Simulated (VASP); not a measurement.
Given:

```xyz
2
Lattice="0.0000 2.4807 2.4807 2.4807 0.0000 2.4807 2.4807 2.4807 0.0000" Properties=species:S:1:pos:R:3 pbc="T T T"
Li     0.0000     0.0000     0.0000
Cl     2.4807     2.4807     2.4807
```

Method: LDA (Ceperley-Alder, Perdew-Zunger), VASP's LDA PAW potentials (set 64) (plane waves; VASP). Settings: 520 eV cut-off, 8×8×8 Γ-centred mesh, Gaussian smearing of 0.050 eV, potentials Li_sv Cl.

Problem. What does the run give for the energy per atom (σ→0), band gap (on the k-mesh) with the smallest direct gap where there is one?

Solution. 
The band gap (on the k-mesh) is 6.51 eV. The smallest direct gap (on the k-mesh) comes out as 6.63 eV and the energy per atom (σ→0) is -4.048 eV/atom.

The absolute energy has meaning only against runs of the same code, potentials and settings.

The compound is LiCl in the rock salt structure. It was relaxed first, which changed the volume by -10 %. The start is the result of an earlier pass.
